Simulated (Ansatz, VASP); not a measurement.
# SnSeS: VASP beside Ansatz

Wanted: the spread between two codes on one cell, functional and k mesh. The structure shown is the start of the Ansatz relaxation below; VASP solves that cell, so the two are compared at the walk's first step.

Calculated with Ansatz 0.2.0; plane waves, with VASP 6.6.1 beside it; single point at PBEsol.

## 1. The structure

The cell holds 3 atoms: 1 Sn, 1 S and 1 Se. Cell: a = 3.725 Å, b = 3.865 Å, c = 30.000 Å, α = 90.0°, β = 90.0°, γ = 118.8°. Vacuum lies along c.

## 2. Ansatz: relaxation, PBEsol

Ansatz runs on its PAW soft_1 files.

The two programs are compared at the cell with which this relaxation starts, whose forces are those of its first step.

Contents of input.yaml:

```yaml
crystal:
  lattice:
    - [3.7245322168, 0.0, 0.0]
    - [-1.8622661084, 3.3868164929, 0.0]
    - [0.0, 0.0, 30.0]
  atoms:
    - { symbol: Sn, position: [-0.0008073779, -0.0016147557, 0.3339140901] }
    - { symbol: S, position: [0.3337863636, 0.6675727271, 0.3815133175] }
    - { symbol: Se, position: [0.6670210144, 0.3340420287, 0.2812392593] }
  periodic: [true, true, false]
kpoints:
  mp_grid: { grid: [9, 9, 1] }
hamiltonian:
  xc: pbesol
  pseudopotentials: { kind: paw, azcp: { folder: soft_1 }, xc_functional: pbe }
scf:
  occupations: { method: gaussian, width: 0.02 }
output:
  forces: true
  stress: true
  eigenvalues: true
relax:
  adjacent_minimum: "off"
  f_tol: 0.001
  max_steps: 60
```

Command:

```sh
> ansatz run input.yaml --threads 8 --pin off --max-ram 16384MiB --backend cpu --events-out ev --progress --plain --runs-dir out
```

Numbers of over 12 decimals in the logs are rounded to 6 here.

The log of the run:

```text
Warning: output.stress: scf.convergence.dr2_threshold = 1e-9 eV (the default of a walk held to its f_tol) is looser than the 3e-10 eV advised for a printed stress (1e-10 eV for each atom of the cell: 3). What an SCF threshold leaves in a stress goes as its square root, and in the free energy as the threshold itself, and one threshold admits the most on a small cell: [figures from the program's tests cut] Every solve  [...]
Engine: ansatz 0.2.0, aarch64-unknown-linux-gnu
Pseudopotentials: kind: paw
Pseudopotential: Sn, paw, valence charge 14, recommended cutoff 420 eV (normal), soft_1/Sn.paw.azcp
Pseudopotential: S, paw, valence charge 6, recommended cutoff 420 eV (normal), soft_1/S.paw.azcp
Pseudopotential: Se, paw, valence charge 16, recommended cutoff 420 eV (normal), soft_1/Se.paw.azcp
Functional definition: PBEsol
  exchange = pbesol_x
  correlation = pbesol_c
Crystal: 3 atoms, lattice volume = 378.429 Å³
Basis set: ecut = 420 eV, 7449 PW (Γ), exchange–correlation on 50×54×432 points (8 copies of the dense FFT grid, shifted against one another)
Bands: 22, of which v1, the nominal top of the filled ones, is band 18 counted from 1 (17 counted from 0)
Symmetry: 2 space group operations
Space group: Cm (ITA 8), of the structure as read, at distance tolerance 7.2e-5 Å
k-points: 25 of 81 (time reversal used)
Non-local potential: Sn, projectors of the file, l = 0: 2, l = 1: 2, l = 2: 2, l = 3: 1
Non-local potential: S, projectors of the file, l = 0: 2, l = 1: 2, l = 2: 1
Non-local potential: Se, projectors of the file, l = 0: 2, l = 1: 2, l = 2: 3, l = 3: 1
PAW form: soft (Blöchl's): semilocal exchange-correlation on the pseudo side does not see the compensation charge
PAW frozen core: Sn, regenerated for the run's functional, and the local potential with it (the file was generated under x = pbe(κ = 0.804, μ = 0.219515), c = pbe(β = 0.066725))
PAW frozen core: S, regenerated for the run's functional, and the local potential with it (the file was generated under x = pbe(κ = 0.804, μ = 0.219515), c = pbe(β = 0.066725))
PAW frozen core: Se, regenerated for the run's functional, and the local potential with it (the file was generated under x = pbe(κ = 0.804, μ = 0.219515), c = pbe(β = 0.066725))
PAW one-centre angular grid: Sn, 590 points (default); XC on 64 Gauss nodes
PAW one-centre angular grid: S, 110 points (default); XC on 64 Gauss nodes
PAW one-centre angular grid: Se, 590 points (default); XC on 64 Gauss nodes
Initial density: superposition of atomic densities (neutral atoms: chi_scale 0, normalization atom)
Initial wavefunctions: pseudopotential atomic-orbital guess
Functional: x = pbesol(κ = 0.804, μ = 0.123457), c = pbesol(β = 0.046)
SCF iter   1: F=—  HF=-12260.369787 eV  |F-HF|=—  |Δ(HF+E_count)|=         —  Δρ=1.50e-2  dr2=1.38e0  ethr=3.10e-3  ⟨swp⟩=15.7  Hψ=4588  notcnv=0
preconditioner: auto → none  [insulator: Δε(μ)=1.156 eV  Ē_g=15.224 eV  σ=0.020 eV  W_gap=1.00  n_scr=16 (ndim 8)  ℏωp=9.7 eV  f_vac=0.770  D(μ)=0.00/eV (n_scr^D=0)  ε∞_Penn≈1.4]
SCF iter   2: F=—  HF=-12260.097402 eV  |F-HF|=—  |Δ(HF+E_count)|=   2.72e-1  Δρ=8.38e-3  dr2=9.12e-1  ethr=3.10e-3  ⟨swp⟩=5.0  Hψ=1544  notcnv=0
SCF iter   3: F=—  HF=-12260.176418 eV  |F-HF|=—  |Δ(HF+E_count)|=   7.90e-2  Δρ=7.39e-3  dr2=1.96e0  ethr=2.53e-3  ⟨swp⟩=4.8  Hψ=1012  notcnv=0
SCF iter   4: F=—  HF=-12259.968451 eV  |F-HF|=—  |Δ(HF+E_count)|=   2.08e-1  Δρ=3.39e-3  dr2=5.60e-2  ethr=2.53e-3  ⟨swp⟩=3.9  Hψ=928  notcnv=0
SCF iter   5: F=—  HF=-12259.964335 eV  |F-HF|=—  |Δ(HF+E_count)|=   4.12e-3  Δρ=1.44e-3  dr2=4.85e-3  ethr=1.56e-4  ⟨swp⟩=4.0  Hψ=980  notcnv=0
SCF iter   6: F=—  HF=-12259.964606 eV  |F-HF|=—  |Δ(HF+E_count)|=   2.71e-4  Δρ=2.88e-4  dr2=3.76e-4  ethr=1.35e-5  ⟨swp⟩=3.7  Hψ=1308  notcnv=0
SCF iter   7: F=—  HF=-12259.964571 eV  |F-HF|=—  |Δ(HF+E_count)|=   3.47e-5  Δρ=7.87e-5  dr2=4.10e-5  ethr=1.04e-6  ⟨swp⟩=2.8  Hψ=1128  notcnv=0
[...]
SCF iter   6: F=-12259.963680 eV  HF=-12259.963680 eV  |F-HF|=1.09e-8  |Δ(HF+E_count)|=   1.78e-7  Δρ=9.81e-6  dr2=1.64e-7  ethr=6.85e-10  ⟨swp⟩=9.0  Hψ=3546  notcnv=0
SCF 2 converged in 6 iterations: F = -12259.963680 eV  dr2 = 1.64e-7
relax step   2: F+E_penalty+E_count = -12259.96367960 eV  Δ(F+E_penalty+E_count) = +9.315e-4 eV  max|allowed force component| = 1.318e-1 eV/Å  Δτ_max = 0.0192 Å  (6 SCF iters, dr2 threshold 2.47e-7 eV, rejected (line search))
[...]
relax step   3: F+E_penalty+E_count = -12259.96503791 eV  Δ(F+E_penalty+E_count) = -4.268e-4 eV  max|allowed force component| = 8.911e-3 eV/Å  Δτ_max = 0.0067 Å  (7 SCF iters, dr2 threshold 1.00e-7 eV, accepted)
[...]
relax step   4: F+E_penalty+E_count = -12259.96505061 eV  Δ(F+E_penalty+E_count) = -1.270e-5 eV  max|allowed force component| = 8.517e-3 eV/Å  Δτ_max = 0.0020 Å  (6 SCF iters, dr2 threshold 4.96e-9 eV, accepted)
[...]
relax step   5: F+E_penalty+E_count = -12259.96504514 eV  Δ(F+E_penalty+E_count) = +5.471e-6 eV  max|allowed force component| = 1.521e-2 eV/Å  Δτ_max = 0.0010 Å  (6 SCF iters, dr2 threshold 4.53e-9 eV, rejected (line search))
[...]
relax step   6: F+E_penalty+E_count = -12259.96505317 eV  Δ(F+E_penalty+E_count) = -2.556e-6 eV  max|allowed force component| = 2.968e-5 eV/Å  Δτ_max = 0.0004 Å  (6 SCF iters, dr2 threshold 4.53e-9 eV, accepted)
[...]
relax step   7: F+E_penalty+E_count = -12259.96505317 eV  Δ(F+E_penalty+E_count) = +1.273e-11 eV  max|allowed force component| = 2.937e-5 eV/Å  Δτ_max = 0.0000 Å  (2 SCF iters, accepted)
SCF converged after 2 iterations
Free energy (F): -12259.965053 eV
Harris-Foulkes:  -12259.965053 eV  (|F-HF|=3.64e-12)
Internal energy: -12259.965053 eV  (E = F + TS)
E sigma→0 (E₀):  -12259.965053 eV
Fermi energy:    -5.852700 eV
--- Per-component energies (eV) ---
  E_band       = -982.377126
  E_kinetic    = 383.286487
  E_local      = -60702.018185  (includes V_loc(G=0)·N_el)
  E_nonlocal   = -171.096545
  E_hartree    = 30142.179682
  E_xc         = -295.551821
  E_vxc        = -251.158736  (∫ρ·V_xc dr)
  E_paw        = -6976.701720  (= ΣΔE_a)
  E_vpaw       = -525.749641  (= ΣTr[D̂ρ^β])
  E_aug_tail   = -0.000088  (compensation charges beyond the density's cutoff)
  E_ewald      = 25358.581896
  E_core_change = 1.355241  (= ΣΔE_core)
  E_smearing   = -0.000000  (= −TS)
  E_closure    = 0.000000  (closes the sum)
  Σ components = -12259.965053   (vs F -12259.965053, Δ=0.00e0)
--- Forces (eV/Å), atoms counted from 1 ---
  atom   1  Sn     0.00000000    -0.00000209     0.00002901
  atom   2  S      0.00000000     0.00002043    -0.00001238
  atom   3  Se     0.00000000    -0.00001965    -0.00001770
  max |Σ_I F_I| component: 1.30e-6 eV/Å
--- 2D stress c σ (N/m, compression-positive) ---
       -0.670110       0.000000       0.000000
        0.000000      -2.909663       0.000000
        0.000000       0.000000       0.000000
  P = ½ c Tr σ = -1.7899 N/m
--- Band table (eV; the first three rows and the last of 25) ---
  k-point 0: bands = [... 14 lower, -7.2244, -7.1522, -6.5813, -6.3012, -4.7813, -3.3744, -1.8268, -1.4135]
  k-point 1: bands = [... 14 lower, -7.4538, -7.2593, -7.0551, -6.2914, -4.2839, -2.5716, -2.0130, -1.1538]
  k-point 2: bands = [... 14 lower, -8.0817, -7.9078, -7.0270, -6.3445, -4.1931, -2.0881, -1.0622, -0.5975]
  k-point 24: bands = [... 14 lower, -9.5767, -8.3359, -7.4557, -6.7663, -4.3547, -1.4557, -0.6230, -0.4278]
--- Relaxed structure (7 steps of the walk, 5 accepted, 0 SCFs on fresh bases) ---
  F+E_penalty+E_count = -12259.96505317 eV   max|allowed force component| = 2.937e-5 eV/Å
  cell:  # Å, volume = 378.4292 Å³
    - [3.7245322168, 0.0, 0.0]
    - [-1.8622661084, 3.3868164929, 0.0]
    - [0.0, 0.0, 30.0]
  atoms:
    - { symbol: Sn, position: [-0.00111408, -0.00222817, 0.333907] }
    - { symbol: S, position: [0.334292, 0.668583, 0.381300] }
    - { symbol: Se, position: [0.666822, 0.333645, 0.281459] }
```

The column dr2 measures how far the density is from self-consistency, as an energy; F and HF (Harris–Foulkes) agree once it is small.

## 3. VASP: single point, PBEsol, start cell

The same cell, functional, mesh and smearing now go to VASP, with its own data sets.

Lines of VASP's logs that name or quote its potential files are left out, and so is its time.

Contents of INCAR:

```
SYSTEM = SnSeS
PREC = Accurate
ENCUT = 400
EDIFF = 1E-06
NELM = 120
ISMEAR = 0
SIGMA = 0.02
LREAL = .FALSE.
ALGO = Normal
GGA = PS
NBANDS = 19
LORBIT = 11
LWAVE = .FALSE.
LCHARG = .FALSE.
ISIF = 2
LDIPOL = .TRUE.
IDIPOL = 3
DIPOL = 0.5 0.5 0.332
LVHAR = .TRUE.
LASPH = .TRUE.
GGA_COMPAT = .FALSE.
EFERMI = MIDGAP
NELMDL = -8
```

Contents of POSCAR:

```
SnSeS
1.0
    3.7245322168      0.0000000000      0.0000000000
   -1.8622661084      3.3868164929      0.0000000000
    0.0000000000      0.0000000000     30.0000000000
Sn S Se
1 1 1
Direct
    0.9991926046      0.9983852092      0.3339141000
    0.3337863160      0.6675726319      0.3815133333
    0.6670209776      0.3340420133      0.2812392667
```

Contents of KPOINTS:

```
Automatic mesh
0
Gamma
9 9 1
0 0 0
```

PAW data sets: Sn_d, S and Se (PBE family, release 64).

Command:

```sh
> mpirun -np 1 vasp_std
```

The log of the run:

```text
[banner, memory and clock lines left out]
running    1 mpi-ranks, on    1 nodes
 distrk:  each k-point on    1 cores,    1 groups
 distr:  one band on    1 cores,    1 groups

 POSCAR found type information on POSCAR SnS Se
 POSCAR found :  3 types and       3 ions
|                                                                             |
|               ----> ADVICE to this user running VASP <----                  |
|                                                                             |
|     You enforced a specific xc type in the INCAR file but a different       |
|     [... a line on the potential file left out ...]
|     I HOPE YOU KNOW WHAT YOU ARE DOING!                                     |
|                                                                             |

 LDA part: xc-table for (Slater+PW92), standard interpolation
 POSCAR, INCAR and KPOINTS ok, starting setup
 FFT: planning ... GRIDC
 FFT: planning ... GRID_SOFT
 FFT: planning ... GRID
 WAVECAR not read
 entering main loop
       N       E                     dE             d eps       ncg     rms          rms(c)
DAV:   1     0.166119927132E+03    0.16612E+03   -0.94185E+03  1150   0.841E+02
DAV:   2     0.611566456518E+01   -0.16000E+03   -0.15681E+03  1286   0.212E+02
DAV:   3    -0.132725546426E+02   -0.19388E+02   -0.19325E+02  1180   0.843E+01
DAV:   4    -0.138777548066E+02   -0.60520E+00   -0.60418E+00  1448   0.183E+01
DAV:   5    -0.138875808903E+02   -0.98261E-02   -0.98247E-02  1410   0.217E+00
DAV:   6    -0.138877982573E+02   -0.21737E-03   -0.21737E-03  1391   0.250E-01
DAV:   7    -0.138878035131E+02   -0.52558E-05   -0.52559E-05  1427   0.357E-02
DAV:   8    -0.138878035857E+02   -0.72559E-07   -0.72535E-07  1191   0.465E-03    0.631E+00
DAV:   9    -0.135188345811E+02    0.36897E+00   -0.84368E-01  1488   0.968E+00    0.436E+00
DAV:  10    -0.134924020220E+02    0.26433E-01   -0.33621E-01  1137   0.410E+00    0.730E-01
DAV:  11    -0.134849925191E+02    0.74095E-02   -0.55812E-02  1198   0.218E+00    0.342E-01
DAV:  12    -0.134850733321E+02   -0.80813E-04   -0.55275E-03  1071   0.445E-01    0.164E-01
DAV:  13    -0.134851040202E+02   -0.30688E-04   -0.68635E-04  1328   0.211E-01    0.852E-02
DAV:  14    -0.134851117186E+02   -0.76984E-05   -0.82381E-05  1307   0.528E-02    0.411E-02
DAV:  15    -0.134851228595E+02   -0.11141E-04   -0.27808E-05  1189   0.360E-02    0.111E-02
DAV:  16    -0.134851388991E+02   -0.16040E-04   -0.14744E-05  1248   0.226E-02    0.795E-03
DAV:  17    -0.134851734267E+02   -0.34528E-04   -0.10661E-05  1123   0.156E-02    0.761E-03
DAV:  18    -0.134851936341E+02   -0.20207E-04   -0.30760E-06  1074   0.821E-03    0.667E-03
DAV:  19    -0.134852154507E+02   -0.21817E-04   -0.10461E-06   950   0.449E-03    0.200E-03
DAV:  20    -0.134852362953E+02   -0.20845E-04   -0.14088E-06   935   0.341E-03    0.187E-03
DAV:  21    -0.134852461394E+02   -0.98441E-05   -0.22435E-07  1064   0.237E-03    0.106E-03
DAV:  22    -0.134852502479E+02   -0.41084E-05   -0.58917E-08  1048   0.971E-04    0.949E-04
DAV:  23    -0.134852525957E+02   -0.23479E-05   -0.44031E-08  1035   0.997E-04    0.307E-04
DAV:  24    -0.134852534018E+02   -0.80605E-06   -0.10577E-08  1015   0.394E-04
   1 F= -.13485253E+02 E0= -.13485253E+02  d E =0.000000E+00
```

OUTCAR, selected parts (step 3):

```text
ion  position               nearest neighbor table
   1  0.999  0.998  0.334-   2 2.60   2 2.60   2 2.68   3 2.69   3 2.69   3 2.75
   2  0.334  0.668  0.382-   1 2.60   1 2.60   1 2.68
   3  0.667  0.334  0.281-   1 2.69   1 2.69   1 2.75

  LATTYP: Found a base centered orthorhombic cell.
 ALAT       =     3.7245322168
 B/A-ratio  =     1.8186533480
 C/A-ratio  =     8.0547027798

 Subroutine GETGRP returns: Found  2 space group operations
 (whereof  2 operations were pure point group operations)

The static configuration has the point symmetry C_1h.

 Found     25 irreducible k-points:

   k-points           NKPTS =     25   k-points in BZ     NKDIM =     25   number of bands    NBANDS=     19

   dimension x,y,z NGX =    24 NGY =   28 NGZ =  196
   dimension x,y,z NGXF=    48 NGYF=   56 NGZF=  392

   ENCUT  =  400.0 eV  29.40 Ry    5.42 a.u.   6.07  6.30 48.92*2*pi/ulx,y,z

   NELECT =      26.0000    total number of electrons

 k-points in reciprocal lattice and weights: Automatic mesh
   0.00000000  0.00000000  0.00000000       0.012
   0.11111111  0.00000000  0.00000000       0.049
   0.22222222  0.00000000  0.00000000       0.049
   0.33333333  0.00000000  0.00000000       0.049
   0.44444444  0.00000000  0.00000000       0.049
   0.00000000  0.11111111  0.00000000       0.025
   0.11111111  0.11111111  0.00000000       0.049
   0.22222222  0.11111111  0.00000000       0.049
   0.33333333  0.11111111  0.00000000       0.049
[...]
0.00000000  0.44444444  0.00000000       0.025
   0.11111111  0.44444444  0.00000000       0.025

 dipolmoment           0.000000      0.000000      0.020442 electrons x Angstroem

 average (electrostatic) potential at core
       1-110.6716       2 -94.9197       3 -61.3421

 E-fermi :  -3.7998

 k-point     1 :       0.0000    0.0000    0.0000
  band No.  band energies     occupation
    ...
      9      -5.4069      2.00000
     10      -5.1497      2.00000
     11      -5.1155      2.00000
     12      -4.5090      2.00000
     13      -4.2331      2.00000
     14      -2.7266      0.00000
     15      -1.3103      0.00000
     16       0.2393      0.00000
     17       0.6382      0.00000
     18       1.5711      0.00000
    ...

 k-point     2 :       0.1111    0.0000    0.0000
  band No.  band energies     occupation
    ...
      9      -5.9591      2.00000
     10      -5.5945      2.00000
     11      -5.1349      2.00000
     12      -4.9916      2.00000
     13      -4.4206      2.00000
     14      -2.2204      0.00000
     15      -0.7802      0.00000
     16       0.4605      0.00000
     17       0.6619      0.00000
     18       1.7645      0.00000
    ...

 k-point     3 :       0.2222    0.0000    0.0000
  band No.  band energies     occupation
    ...
      9      -7.1753      2.00000
     10      -6.1209      2.00000
     11      -5.9206      2.00000
     12      -5.0367      2.00000
     13      -4.5144      2.00000
     14      -2.2638      0.00000
     15      -0.3311      0.00000
     16       1.0434      0.00000
     17       1.4580      0.00000
     18       2.1034      0.00000
    ...

  Total       -0.6063788     -2.3794379     -0.1726795      0.0000000      0.0289239      0.0000000
  in kB       -2.5672606    -10.0739617     -0.7310831      0.0000000      0.1224567      0.0000000
  external PRESSURE =      -4.4574352 kB  Pullay stress =       0.0000000 kB

  energy-cutoff  :      400.00
  volume of cell :      378.43
      direct lattice vectors                 reciprocal lattice vectors
     3.724532217  0.000000000  0.000000000     0.268490093  0.147631264  0.000000000
    -1.862266108  3.386816493  0.000000000     0.000000000  0.295262528  0.000000000
     0.000000000  0.000000000 30.000000000     0.000000000  0.000000000  0.033333333

 POSITION                                       TOTAL-FORCE (eV/Angst)
 -----------------------------------------------------------------------------------
      1.86227      3.38135     10.01742        -0.000000     -0.016159      0.007162
      0.00000      2.26095     11.44540         0.000000      0.018105     -0.052123
      1.86227      1.13134      8.43718         0.000000     -0.001946      0.044960
 -----------------------------------------------------------------------------------
    total drift:                               -0.000004     -0.000083      0.001343

  FREE ENERGIE OF THE ION-ELECTRON SYSTEM (eV)
  ---------------------------------------------------
  free  energy   TOTEN  =       -13.4852534018 eV

  energy  without entropy=      -13.4852534018  energy(sigma->0) =      -13.48525340

 vacuum level on the upper side and lower side of the slab         2.187         1.894

 total charge
# of ion       s       p       d       tot
------------------------------------------
    1        1.040   1.006  10.108  12.155
    2        1.358   2.292   0.000   3.650
    3        1.484   2.307   0.025   3.816
--------------------------------------------------
tot          3.882   5.605  10.133  19.621

[... 3 further parts left out ...]
```

The run ends at a pressure of -0.45 GPa, with forces up to 0.055 eV/Å.

## 4. Side by side

Known differences besides the potentials themselves: Ansatz cuts the interaction across the vacuum, VASP repeats the sheet with a dipole correction; the data sets hold 36 valence electrons in Ansatz (on its PAW soft_1 files) and 26 in VASP; the cutoff is 420 eV in Ansatz and 400 eV in VASP; Ansatz makes its cores anew for this functional, VASP keeps those of its PBE data sets. Total energies have different zeros and are not compared.

Forces (eV/Å; atoms numbered as in POSCAR):

```csv
atom,"Ansatz x, y, z","VASP x, y, z"
Sn1,"0.000, -0.013, -0.003","0.000, -0.016, 0.007"
S2,"0.000, 0.016, -0.059","0.000, 0.018, -0.052"
Se3,"0.000, -0.003, 0.063","0.000, -0.002, 0.045"
```

The forces differ by 7.5 meV/Å r.m.s., which is 30.5 % of the r.m.s. force of 0.024 eV/Å (both taken over all components). With vacuum in the cell, a pressure given here is an average over mostly empty space and none of the material.

## 5. Summary of results

| Property | Result |
| --- | --- |
| r.m.s. force difference (single point, PBEsol, start cell) | 7.5 meV/Å |

What this shows: The r.m.s. force difference is 7.5 meV/Å (single point, PBEsol, start cell), within the 12 meV/Å picked in this series as the mark of a large difference. The data sets hold unlike numbers of valence electrons (36 in Ansatz and 26 in VASP), so part of the differences comes from the potentials. 1 further run of this series is not shown here. How closely two codes agree says nothing of how well the functional describes the real material.

[Lines on the potential files, build, host, timing and source positions are cut from VASP's logs without a mark.]

[Logs are printed without paths, hosts, clocks, repeated set-up lines and the standing remarks that a program may print on its own settings, such as how far it seeks lower states.]

[Hosts, paths, dates, database ids (printed as entryN), source tags and the programs' standing remarks are cut or masked in the printed files.]
